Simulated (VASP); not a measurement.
**CuAu (Tetraauricupride) with and without spin-orbit coupling**

Aim: run bands, DOS and a relaxation of CuAu (Tetraauricupride) twice, without and with spin-orbit coupling. All runs use PBE. Left out of this account: 1 further run (self-consistent run: a reference on another mesh). The start is a cell from a database of measured crystal structures.

Calculated with VASP 6.6.1; PBE; plane waves and PAW (Cu, Au), in the first sound run; inputs show where later runs differ.

Most raw output is cut from this account.

### 1. The structure

The structure is tetragonal, space group P4/mmm (No. 123). The conventional cell has a = 2.800 Å, b = 2.800 Å, c = 3.670 Å, α = 90.00°, β = 90.00°, γ = 90.00°. Nearest to Cu lie 8 Au at 2.70 Å and 4 Cu at 2.80 Å. Nearest to Au lie 8 Cu at 2.70 Å and 4 Au at 2.80 Å. Farther neighbours are not listed.

Structure file:

```cif
data_structure
_symmetry_space_group_name_H-M 'P 1'
_symmetry_Int_Tables_number 1
_cell_length_a 2.8000
_cell_length_b 2.8000
_cell_length_c 3.6700
_cell_angle_alpha 90.000
_cell_angle_beta 90.000
_cell_angle_gamma 90.000
_cell_volume 28.77
loop_
_atom_site_label
_atom_site_type_symbol
_atom_site_fract_x
_atom_site_fract_y
_atom_site_fract_z
_atom_site_occupancy
Cu1 Cu 0.50000 0.50000 0.50000 1
Au2 Au 0.00000 0.00000 0.00000 1
```

### 2. Band structure (PBE)

Levels along the symmetry lines show where the bands peak and cross; KPOINTS_OPT computes them in the converged potential. PBE, the usual starting point, adds the gradient of the density.

Input file INCAR:

```
SYSTEM = CuAu
PREC = Accurate
ENCUT = 400
EDIFF = 1E-06
NELM = 100
ISMEAR = -1
SIGMA = 0.05
LREAL = .FALSE.
ALGO = Normal
GGA = PE
NBANDS = 23
LASPH = .TRUE.
LORBIT = 11
LWAVE = .FALSE.
LCHARG = .FALSE.
KPAR = 2
```

Input file POSCAR:

```
CuAu
1.0
    2.8000000000      0.0000000000      0.0000000000
    0.0000000000      2.8000000000      0.0000000000
    0.0000000000      0.0000000000      3.6700000000
Cu Au
1 1
Direct
    0.5000000000      0.5000000000      0.5000000000
    0.0000000000      0.0000000000      0.0000000000
```

Input file KPOINTS:

```
Automatic mesh
0
Gamma
12 12 9
0 0 0
```

Input file KPOINTS_OPT:

```
Line mode
16
Line-mode
Reciprocal
  0.00000000   0.00000000   0.00000000 GAMMA
  0.00000000   0.50000000   0.00000000 X

  0.00000000   0.50000000   0.00000000 X
  0.50000000   0.50000000   0.00000000 M

  0.50000000   0.50000000   0.00000000 M
  0.00000000   0.00000000   0.00000000 GAMMA

  0.00000000   0.00000000   0.00000000 GAMMA
  0.00000000   0.00000000   0.50000000 Z

  0.00000000   0.00000000   0.50000000 Z
  0.00000000   0.50000000   0.50000000 R

  0.00000000   0.50000000   0.50000000 R
  0.50000000   0.50000000   0.50000000 A

  0.50000000   0.50000000   0.50000000 A
  0.00000000   0.00000000   0.50000000 Z

  0.00000000   0.50000000   0.00000000 X
  0.00000000   0.50000000   0.50000000 R

  0.50000000   0.50000000   0.00000000 M
  0.50000000   0.50000000   0.50000000 A
```

The projector-augmented-wave data sets are Cu and Au (PBE family, release 64).

Started as:

```
$ mpirun -np 2 vasp_std
```

It took 41 s on 2 MPI ranks of AMD EPYC 7R43, shared host; peak memory 0.36 GiB.

Spin-orbit coupling is off here; with elements this heavy it splits and shifts levels by tenths of an eV or more. At this level the cell is under a pressure of 6.2 GPa, so at these settings it is away from equilibrium.

Numbers from this step:

| Quantity | Value |
| --- | --- |
| SCF cycles | 13 |
| electrons | 22 |
| bands | 23 |
| irreducible k-points | 140 |
| symmetry operations | 16 |
| free energy (TOTEN) | -7.037 eV |
| energy at zero smearing | -7.033 eV |
| Fermi energy | 8.859 eV |
| pressure | 6.158 GPa |
| metallic | yes |

Electronic bands along the path, in eV, zero at the Fermi level; # counts the bands kept:

| point | #8 | #9 | #10 | #11 | #12 | #13 | #14 | #15 |
| --- | --- | --- | --- | --- | --- | --- | --- | --- |
| Γ | -2.11 | -1.66 | -1.43 | -1.43 | 2.14 | 8.19 | 10.12 | 10.12 |
| 0.53 of the way | -2.61 | -2.12 | -1.99 | -1.76 | 4.04 | 5.49 | 8.71 | 12.68 |
| X | -2.96 | -2.38 | -2.17 | -0.82 | -0.08 | 9.52 | 9.61 | 11.49 |
| 0.47 of the way | -2.05 | -1.81 | -1.81 | -0.38 | 0.15 | 9.64 | 10.32 | 10.99 |
| M | -1.60 | -1.33 | -1.33 | 0.69 | 0.69 | 5.27 | 7.00 | 10.17 |
| 0.47 of the way | -2.27 | -2.26 | -1.93 | -1.38 | 5.09 | 6.30 | 7.49 | 9.68 |
| Γ | -2.11 | -1.66 | -1.43 | -1.43 | 2.14 | 8.19 | 10.12 | 10.12 |
| 0.53 of the way | -2.38 | -1.89 | -1.89 | -1.80 | -1.16 | 11.73 | 11.73 | 12.80 |
| Z | -2.72 | -2.33 | -2.31 | -2.31 | -1.95 | 14.45 | 14.72 | 14.72 |
| 0.47 of the way | -2.78 | -1.77 | -1.77 | -1.74 | -1.63 | 8.62 | 8.75 | 15.42 |
| R | -1.69 | -1.56 | -1.51 | -1.04 | -1.03 | 2.78 | 4.51 | 15.96 |
| 0.53 of the way | -2.29 | -1.90 | -1.72 | 2.60 | 2.65 | 3.11 | 4.60 | 10.71 |
| A | -2.12 | -1.60 | -1.60 | 5.47 | 5.59 | 5.59 | 6.32 | 6.99 |
| 0.47 of the way | -2.29 | -2.28 | -2.12 | -0.27 | 0.51 | 8.46 | 9.03 | 9.18 |
| Z | -2.72 | -2.33 | -2.31 | -2.31 | -1.95 | 14.45 | 14.72 | 14.72 |
| jump to X | -2.96 | -2.38 | -2.17 | -0.82 | -0.08 | 9.52 | 9.61 | 11.49 |
| 0.53 of the way | -2.68 | -1.81 | -1.81 | -0.84 | -0.24 | 4.84 | 6.15 | 15.44 |
| R | -1.69 | -1.56 | -1.51 | -1.04 | -1.03 | 2.78 | 4.51 | 15.96 |
| jump to M | -1.60 | -1.33 | -1.33 | 0.69 | 0.69 | 5.27 | 7.00 | 10.17 |
| 0.47 of the way | -1.84 | -1.60 | -1.60 | 2.60 | 2.60 | 5.45 | 6.23 | 10.08 |
| A | -2.12 | -1.60 | -1.60 | 5.47 | 5.59 | 5.59 | 6.32 | 6.99 |

Of the projections kept (Cu, Au), the largest for each band there; the rest of the weight can lie on other orbitals:

| point | #8 | #9 | #10 | #11 | #12 | #13 | #14 | #15 |
| --- | --- | --- | --- | --- | --- | --- | --- | --- |
| Γ | Cu 0.82 | Cu 0.80 | Cu 0.74 | Cu 0.74 | Au 0.54 | Au 0.54 | Cu 0.53 | Cu 0.53 |
| X | Cu 0.99 | Cu 1.00 | Cu 1.00 | Cu 0.93 | Au 0.93 | Cu 0.64 | Au 0.67 | Au 0.63 |
| M | Cu 1.00 | Cu 0.76 | Cu 0.76 | Au 0.55 | Au 0.55 | Au 0.78 | Cu 0.68 | Cu 1.00 |
| Γ | Cu 0.82 | Cu 0.80 | Cu 0.74 | Cu 0.74 | Au 0.54 | Au 0.54 | Cu 0.53 | Cu 0.53 |
| Z | Au 1.00 | Cu 0.98 | Cu 0.99 | Cu 0.99 | Cu 1.00 | Cu 1.00 | Au 0.77 | Au 0.77 |
| R | Cu 0.95 | Cu 0.82 | Cu 0.71 | Au 0.69 | Cu 0.57 | Au 0.73 | Cu 0.61 | Au 0.80 |

There is no gap at this level.

### 3. Bands along the symmetry lines (PBE + SOC)

This step: PBE, spin-orbit coupling; plane waves and PAW (Cu, Au) (VASP 6.6.1).

The mesh alone shows little of the dispersion and can miss band extrema, so KPOINTS_OPT adds a path through the symmetry points after the self-consistent cycle. Spin-orbit coupling needs spinors and the noncollinear program, where each band holds one electron.

Changes to INCAR since step 2:

```diff
@@ -10,4 +10,9 @@
 GGA = PE
-NBANDS = 23
+LNONCOLLINEAR = .TRUE.
+MAGMOM = 0 0 0 0 0 0
+NBANDS = 34
+GGA_COMPAT = .FALSE.
 LASPH = .TRUE.
+LSORBIT = .TRUE.
+LMAXMIX = 4
 LORBIT = 11
```

POSCAR is that of step 2.

KPOINTS is that of step 2.

KPOINTS_OPT is that of step 2.

Started as:

```
$ mpirun -np 2 vasp_ncl
```

The job ended after 2.3 min (2 MPI ranks; peak memory 0.65 GiB; 4.5 min of CPU time).

At this level the cell is under a pressure of 5.7 GPa, so at these settings it is away from equilibrium.

Numbers from this step:

```yaml
scf_cycles: 14
bands: 34
free_energy_toten: -7.348 eV
energy_at_zero_smearing: -7.344 eV
fermi_energy: 8.887 eV
pressure: 5.699 GPa
```

On-site spin-orbit energy by atom:

| atom | on-site spin-orbit energy (eV) |
| --- | --- |
| Cu1 | -0.016 |
| Au2 | -0.613 |

Electronic bands along the path, in eV, zero at the Fermi level; # counts the bands kept:

| point | #17 | #18 | #19 | #20 | #21 | #22 | #23 | #24 |
| --- | --- | --- | --- | --- | --- | --- | --- | --- |
| Γ | -1.75 | -1.75 | -1.58 | -1.58 | -1.20 | -1.20 | 2.02 | 2.02 |
| 0.53 of the way | -2.15 | -2.15 | -1.97 | -1.97 | -1.73 | -1.73 | 3.97 | 3.97 |
| X | -2.41 | -2.41 | -2.17 | -2.17 | -0.84 | -0.84 | -0.05 | -0.05 |
| 0.47 of the way | -1.82 | -1.82 | -1.79 | -1.79 | -0.40 | -0.40 | 0.15 | 0.15 |
| M | -1.24 | -1.24 | -1.11 | -1.11 | 0.20 | 0.20 | 0.98 | 0.98 |
| 0.47 of the way | -2.23 | -2.23 | -1.88 | -1.88 | -1.38 | -1.38 | 4.98 | 4.98 |
| Γ | -1.75 | -1.75 | -1.58 | -1.58 | -1.20 | -1.20 | 2.02 | 2.02 |
| 0.53 of the way | -2.08 | -2.08 | -1.94 | -1.94 | -1.64 | -1.64 | -1.14 | -1.14 |
| Z | -2.51 | -2.51 | -2.28 | -2.28 | -2.22 | -2.22 | -1.95 | -1.95 |
| 0.47 of the way | -1.87 | -1.87 | -1.85 | -1.85 | -1.64 | -1.64 | -1.53 | -1.53 |
| R | -1.55 | -1.55 | -1.46 | -1.46 | -1.40 | -1.40 | -0.76 | -0.76 |
| 0.53 of the way | -1.90 | -1.90 | -1.72 | -1.72 | 2.24 | 2.24 | 2.89 | 2.89 |
| A | -1.62 | -1.62 | -1.61 | -1.61 | 4.61 | 4.61 | 5.45 | 5.45 |
| 0.47 of the way | -2.24 | -2.24 | -2.11 | -2.11 | -0.28 | -0.28 | 0.52 | 0.52 |
| Z | -2.51 | -2.51 | -2.28 | -2.28 | -2.22 | -2.22 | -1.95 | -1.95 |
| jump to X | -2.41 | -2.41 | -2.17 | -2.17 | -0.84 | -0.84 | -0.05 | -0.05 |
| 0.53 of the way | -1.85 | -1.85 | -1.80 | -1.80 | -0.87 | -0.87 | -0.23 | -0.23 |
| R | -1.55 | -1.55 | -1.46 | -1.46 | -1.40 | -1.40 | -0.76 | -0.76 |
| jump to M | -1.24 | -1.24 | -1.11 | -1.11 | 0.20 | 0.20 | 0.98 | 0.98 |
| 0.47 of the way | -1.60 | -1.60 | -1.49 | -1.49 | 2.11 | 2.11 | 2.91 | 2.91 |
| A | -1.62 | -1.62 | -1.61 | -1.61 | 4.61 | 4.61 | 5.45 | 5.45 |

Of the projections kept (Cu, Au), the largest for each band there; the rest of the weight can lie on other orbitals:

| point | #17 | #18 | #19 | #20 | #21 | #22 | #23 | #24 |
| --- | --- | --- | --- | --- | --- | --- | --- | --- |
| Γ | Cu 0.83 | Cu 0.83 | Cu 0.76 | Cu 0.76 | Cu 0.64 | Cu 0.64 | Au 0.55 | Au 0.55 |
| X | Cu 1.00 | Cu 1.00 | Cu 1.00 | Cu 1.00 | Cu 0.93 | Cu 0.93 | Au 0.94 | Au 0.94 |
| M | Cu 0.70 | Cu 0.70 | Cu 0.51 | Cu 0.51 | Au 0.61 | Au 0.61 | Cu 0.50 | Cu 0.50 |
| Γ | Cu 0.83 | Cu 0.83 | Cu 0.76 | Cu 0.76 | Cu 0.64 | Cu 0.64 | Au 0.55 | Au 0.55 |
| Z | Au 1.00 | Au 1.00 | Cu 0.99 | Cu 0.99 | Cu 0.99 | Cu 0.99 | Cu 1.00 | Cu 1.00 |
| R | Cu 0.83 | Cu 0.83 | Au 0.61 | Au 0.61 | Cu 0.60 | Cu 0.60 | Au 0.53 | Au 0.53 |

There is no gap at this level. Without the coupling there was no gap either. The run took 3.3 times the core time, with 34 spinor bands against 23.

### 4. Density of states (PBE)

This step: PBE; plane waves and PAW (Cu, Au) (VASP 6.6.1).

Here the states are counted by energy and projected on the atoms.

Input file INCAR:

```
SYSTEM = CuAu
PREC = Accurate
ENCUT = 400
EDIFF = 1E-06
NELM = 100
ISMEAR = -5
SIGMA = 0.05
LREAL = .FALSE.
ALGO = Normal
GGA = PE
NBANDS = 23
LASPH = .TRUE.
LORBIT = 11
LWAVE = .FALSE.
LCHARG = .FALSE.
KPAR = 2
NEDOS = 2001
```

POSCAR is that of step 3.

KPOINTS is that of step 3.

Started as:

```
$ mpirun -np 2 vasp_std
```

Elapsed: 31 s, on 2 MPI ranks; peak memory 0.29 GiB; 61 s of CPU time.

At this level the cell is under a pressure of 6.1 GPa, so at these settings it is away from equilibrium. With tetrahedra the forces and stress of a metal are not exact derivatives of the energy.

This step gave:

* SCF cycles: 15
* bands: 23
* free energy (TOTEN): -7.043 eV
* Fermi energy: 8.999 eV
* pressure: 6.126 GPa
* DOS at the Fermi level: 0.5711 states/eV/cell

The density of states has structure finer than the step of the table below, so its rows give means over 1 eV, whole bins alone (the curve runs from -12.0 to 7.90 eV). Peaks (eV: height): total -4.2: 5.38, -2.9: 6.75, -2.3: 8.09, -1.8: 9.04; Cu d -2.9: 5.22, -2.3: 6.85, -1.8: 7.09; Au d -5.9: 3.05, -5.2: 2.50, -4.7: 2.58, -4.2: 3.77; Au p -4.0: 0.0907, -3.2: 0.140, -2.9: 0.142, 7.7: 0.111; Cu p -5.9: 0.114, -5.2: 0.081, 0.8: 0.0646, 7.8: 0.130.

States under -12.0 eV and over 7.9 eV are left out. Table of density of states by energy, zero at the Fermi level; means over each step; values in states/eV/cell:

| energy (eV) | total | Cu d | Au d | Au p | Cu p | Au s | Cu s |
| --- | --- | --- | --- | --- | --- | --- | --- |
| -11 | 0 | 0 | 0 | 0 | 0 | 0 | 0 |
| -10 | 0.0260 | 2.9e-5 | 1.6e-4 | 2.2e-4 | 1.9e-4 | 0.00993 | 0.00521 |
| -9 | 0.168 | 6.0e-4 | 0.00469 | 0.00386 | 0.00353 | 0.0607 | 0.0297 |
| -8 | 0.348 | 0.00476 | 0.0407 | 0.0118 | 0.0130 | 0.111 | 0.0442 |
| -7 | 1.48 | 0.0680 | 0.749 | 0.0318 | 0.0317 | 0.153 | 0.112 |
| -6 | 2.98 | 0.235 | 1.99 | 0.0514 | 0.0639 | 0.0736 | 0.0785 |
| -5 | 2.98 | 0.368 | 2.03 | 0.0575 | 0.0628 | 0.0594 | 0.0138 |
| -4 | 3.00 | 0.565 | 1.97 | 0.0651 | 0.0353 | 0.0606 | 0.0166 |
| -3 | 3.81 | 2.65 | 0.636 | 0.107 | 0.0423 | 0.0205 | 0.0283 |
| -2 | 6.19 | 4.87 | 1.05 | 0.0344 | 0.0231 | 0.0158 | 0.0152 |
| -1 | 0.726 | 0.377 | 0.132 | 0.0497 | 0.0279 | 0.0262 | 0.0271 |
| 0 | 0.562 | 0.143 | 0.131 | 0.0611 | 0.0488 | 0.0409 | 0.0226 |
| 1 | 0.565 | 0.0946 | 0.126 | 0.0754 | 0.0621 | 0.0461 | 0.0248 |
| 2 | 0.485 | 0.0662 | 0.0876 | 0.0798 | 0.0606 | 0.0342 | 0.0267 |
| 3 | 0.447 | 0.0553 | 0.0703 | 0.0739 | 0.0529 | 0.0462 | 0.0284 |
| 4 | 0.505 | 0.0574 | 0.0726 | 0.0703 | 0.0458 | 0.0765 | 0.0506 |
| 5 | 0.583 | 0.0487 | 0.0826 | 0.0720 | 0.0531 | 0.0678 | 0.0976 |
| 6 | 0.708 | 0.0536 | 0.0828 | 0.0867 | 0.0722 | 0.0900 | 0.115 |
| 7 | 0.621 | 0.0445 | 0.0688 | 0.0860 | 0.0716 | 0.0611 | 0.0960 |

Of the states within 0.3 eV of the Fermi level, the largest shares in the PAW spheres are Au d 24 %, Cu d 24 % and Au p 11 %. The rest lies in smaller channels or between the spheres.

### 5. Density of states (PBE + SOC)

This step: PBE, spin-orbit coupling; plane waves and PAW (Cu, Au) (VASP 6.6.1).

Changes to INCAR since step 4:

```diff
@@ -10,4 +10,9 @@
 GGA = PE
-NBANDS = 23
+LNONCOLLINEAR = .TRUE.
+MAGMOM = 0 0 0 0 0 0
+NBANDS = 34
+GGA_COMPAT = .FALSE.
 LASPH = .TRUE.
+LSORBIT = .TRUE.
+LMAXMIX = 4
 LORBIT = 11
```

POSCAR is that of step 4.

KPOINTS is that of step 4.

Started as:

```
$ mpirun -np 2 vasp_ncl
```

The job ended after 89 s (2 MPI ranks; peak memory 0.47 GiB).

At this level the cell is under a pressure of 5.4 GPa, so at these settings it is away from equilibrium.

This step gave:

| Quantity | Value |
| --- | --- |
| SCF cycles | 14 |
| bands | 34 |
| free energy (TOTEN) | -7.354 eV |
| Fermi energy | 9.006 eV |
| pressure | 5.447 GPa |
| DOS at the Fermi level | 0.5879 states/eV/cell |

On-site spin-orbit energy by atom:

| atom | on-site spin-orbit energy (eV) |
| --- | --- |
| Cu1 | -0.015 |
| Au2 | -0.617 |

[end of part 1 of 2]

[Lines on the potential files, build, host, timing and source positions are cut from VASP's logs without a mark.]

[Logs are printed without paths, hosts, clocks, repeated set-up lines and the standing remarks that a program may print on its own settings, such as how far it seeks lower states.]

[Hosts, paths, dates, database ids (printed as entryN), source tags and the programs' standing remarks are cut or masked in the printed files.]

[A measured line is paired with the nearest computed mode of its activity, which favours agreement.]
